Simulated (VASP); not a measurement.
Input:

```
CELL_PARAMETERS angstrom
      1.65040    -2.85858     0.00000
      1.65040     2.85858     0.00000
      0.00000     0.00000    13.07510
ATOMIC_POSITIONS crystal
  W  0.33333 0.66667 0.25000
  W  0.66667 0.33333 0.75000
  Se 0.33333 0.66667 0.87910
  Se 0.66667 0.33333 0.37910
  Se 0.66667 0.33333 0.12090
  Se 0.33333 0.66667 0.62090
```

The numbers are results of optB86b-vdW, VASP's PBE PAW potentials (set 64) (plane waves; VASP 6.6.1), not measurements. Settings: 520 eV cut-off, 9×9×2 Γ-centred mesh, tetrahedra with Blöchl corrections, potentials W_sv Se.

The cores are frozen, which limits the accuracy of field gradients.

Q: Give the principal components of the electric field gradient (V/Å²) and the asymmetry η at each nucleus.

A: 
| atom | Vxx | Vyy | Vzz | η |
|---|---|---|---|---|
| W1 | 74.5 | 74.5 | -149.0 | 0.00 |
| W2 | 74.5 | 74.5 | -149.0 | 0.00 |
| Se3 | 34.3 | 34.3 | -68.6 | 0.00 |
| Se4 | 34.3 | 34.3 | -68.6 | 0.00 |
| Se5 | 34.3 | 34.3 | -68.6 | 0.00 |
| Se6 | 34.3 | 34.3 | -68.6 | 0.00 |

The compound is WSe2 in the 2H layered structure. It was relaxed first.
